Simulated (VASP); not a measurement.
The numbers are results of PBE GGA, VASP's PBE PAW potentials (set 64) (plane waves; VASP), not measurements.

Input for VASP

**INCAR**
```
ALGO = Normal
EDIFF = 1E-6
ENCUT = 400
GGA = PE
ISIF = 2
ISMEAR = 0
LASPH = .TRUE.
LCHARG = .FALSE.
LREAL = .FALSE.
LWAVE = .FALSE.
NELM = 100
PREC = Accurate
SIGMA = 0.01
SYSTEM = SiC
```

KPOINTS:
```
Regular mesh
0
G
  13 13 13
0 0 0
```

File POSCAR:
```
SiC
1
    0.0000000000     2.1393330000     2.1393330000
    2.1393330000     0.0000000000     2.1393330000
    2.1393330000     2.1393330000     0.0000000000
Si C
1 1
Direct
  0.2500000000   0.2500000000   0.2500000000
  0.0000000000   0.0000000000   0.0000000000
```

POTCAR, in this order: Si C (PBE.64 set). Program: vasp_std.

### Question
What will the output report for the number of irreducible k-points (NKPTS), largest plane-wave count, number of space-group operations, FFT grid (NGX, NGY, NGZ)?

### Answer

```yaml
number of irreducible k-points (NKPTS): 84
largest_plane_wave_count: 365
number_of_space_group_operations: 24
FFT grid (NGX, NGY, NGZ): 20 × 20 × 20
```

The structure comes from a computed database's SiC entry; how it stands against other phases isn't given here. The cell was not relaxed at this level.
